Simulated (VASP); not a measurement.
Data:

```
CELL_PARAMETERS angstrom
      3.16767     0.00000     0.00000
      0.00000     3.16767     0.00000
      0.00000     0.00000     4.46032
ATOMIC_POSITIONS crystal
  Al 0.50000 0.50000 0.50000
  Ga 0.00000 0.00000 0.00000
  N  0.50000 0.00000 0.73812
  N  0.00000 0.50000 0.26188
```

All values below come from modified Becke-Johnson potential (mBJ), VASP's PBE PAW potentials (set 64) (plane waves; VASP). Numerical set-up: 500 eV cut-off, 6×6×4 Γ-centred mesh, Gaussian smearing of 0.050 eV, potentials Al Ga_d N.

mBJ is a potential without an energy functional, so only the levels count.

Q: Give the energies of bands 8 to 16 at the high-symmetry points, in eV from the valence-band maximum.

A: 
```csv
band,Γ,X,M,Z,R,A
8,-5.06,-4.67,-5.37,-3.53,-6.05,-4.52
9,-2.22,-4.23,-4.72,-2.38,-5.69,-4.21
10,-2.22,-2.65,-2.28,-1.57,-1.10,-3.46
11,-0.16,-2.58,-2.09,-1.57,-0.89,-3.10
12,0.00,-1.12,-2.09,-0.84,-0.55,-2.82
13,0.00,-0.52,-1.96,-0.84,-0.42,-2.82
14,3.76,8.12,4.66,6.31,6.35,7.35
15,4.84,8.31,4.66,6.32,7.50,7.35
16,8.79,9.29,7.68,9.23,10.46,9.99
```

The gap is direct, 3.76 eV, from the valence maximum at Γ to the conduction minimum at Γ.

The structure comes from a computed database's AlGaN2 entry (P-4m2); how it stands against other phases isn't given here. It was relaxed first. The cell's shape comes from a PBE relaxation.
